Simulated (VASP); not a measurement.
Crystal: ZrBeB.

```
Zr Be B
1.0
     3.41327    0.00000    0.00000
    -1.70663    2.95598    0.00000
     0.00000    0.00000    3.49602
Zr Be B
1 1 1
Cartesian
  0.0000 0.0000 0.0000
  0.0000 1.9707 1.7480
  1.7066 0.9853 1.7480
```

The cell comes from a database or a generator and needn't be the stable form of this composition.

* Program: VASP 6.6.1
* Task: relaxation of cell and atoms
* Functional: PBEsol
* Potentials or basis: VASP PAW PBE potentials, release 64 (Zr_sv, Be, B)
* Cutoff: 600 eV
* k mesh: 15 × 15 × 12
* Occupations: gaussian, width 0.1 eV
* Spin: no spin polarisation

At the start: pressure -3.8 GPa; volume 11.76 Å³/atom.

Where does the relaxation end?

Over 11 steps the energy falls by 3.4 meV/atom and the volume is 11.50 Å³/atom (-2.2 %); space group P-6m2 (No. 187, to 0.05 Å).

Step by step:
```tsv
step	energy change (eV)	largest force (eV/Å)	pressure (GPa)	volume (Å³)
1	0.0000	0.0000	-3.79	35.27
2	-0.0034	0.0000	3.47	33.87
3	-0.0098	0.0000	0.13	34.49
4	-0.0098	0.0000	0.06	34.50
5	-0.0102	0.0000	-0.07	34.51
6	-0.0102	0.0000	-0.07	34.52
7	-0.0102	0.0000	-0.08	34.52
8	-0.0102	0.0000	-0.09	34.52
9	-0.0102	0.0000	0.09	34.49
10	-0.0102	0.0000	0.02	34.50
11	-0.0102	0.0000	0.00	34.51
```

Final structure:
```
Zr Be B
1.0
     3.39738    0.00000    0.00000
    -1.69869    2.94222    0.00000
     0.00000    0.00000    3.45206
Zr Be B
1 1 1
Direct
  0.00000 0.00000 0.00000
  0.33333 0.66667 0.50000
  0.66667 0.33333 0.50000
```

Caveat: the PAW data sets were made with another functional, which shifts forces and pressure a little.
